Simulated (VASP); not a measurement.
Given:

```
CELL_PARAMETERS angstrom
      1.25500    -2.17372     0.00000
      1.25500     2.17372     0.00000
      0.00000     0.00000     4.07000
ATOMIC_POSITIONS crystal
  Co 0.33333 0.66667 0.25000
  Co 0.66667 0.33333 0.75000
```
Starting moments (μB, in the order of the record's atoms Co Co): 1.8 1.8.

Calculation: PBE GGA with D4 dispersion, VASP's PBE PAW potentials (set 64) (plane waves; VASP). Run with 520 eV cut-off, 15×15×8 Γ-centred mesh, first-order Methfessel-Paxton smearing of 0.10 eV, potentials Co.

Energy and stress use the plane-wave basis of the starting cell.

Task: The ions, cell shape and volume are relaxed. Which structure does the run end with?

Result: 
```
CELL_PARAMETERS angstrom
      1.23485    -2.13883     0.00000
      1.23485     2.13883     0.00000
      0.00000     0.00000     3.98821
ATOMIC_POSITIONS crystal
  Co 0.33333 0.66667 0.25000
  Co 0.66667 0.33333 0.75000
```
Space group P6_3/mmc (194), at a tolerance of 0.03 Å. The cell ends with 3.20 μB, on the sites 1.61 1.61 μB.

Task: How do energy and volume change from the first to the last step?

Result: The energy (σ→0) changes by -19.8 meV/atom and the volume by -5.1 %, in 5 ionic steps.

The compound is Co in the hcp structure. This run relaxes it. Symmetry was kept, so distortions that lower it aren't found.
